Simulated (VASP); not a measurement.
```
SrCl2
1.0
    0.00000     3.55845     3.55845
    3.55845     0.00000     3.55845
    3.55845     3.55845     0.00000
Sr Cl
1 2
Direct
  0.00000   0.00000   0.00000
  0.25000   0.25000   0.25000
  0.75000   0.75000   0.75000
```

Calculation: PBE GGA with D4 dispersion, VASP's PBE PAW potentials (set 64) (plane waves; VASP 6.6.1). Settings: 520 eV cut-off, 6×6×6 Γ-centred mesh, Gaussian smearing of 0.050 eV, potentials Sr_sv Cl.

### Question
Give the stress tensor in GPa (positive for a compressed cell).

### Answer

```
-1.94   0.00   0.00
 0.00  -1.94   0.00
 0.00   0.00  -1.94
```
The pressure is its mean diagonal, -1.94 GPa.

The compound is SrCl2 in the fluorite structure. This cell is one point of a volume scan, at 1.06 of the reference volume.
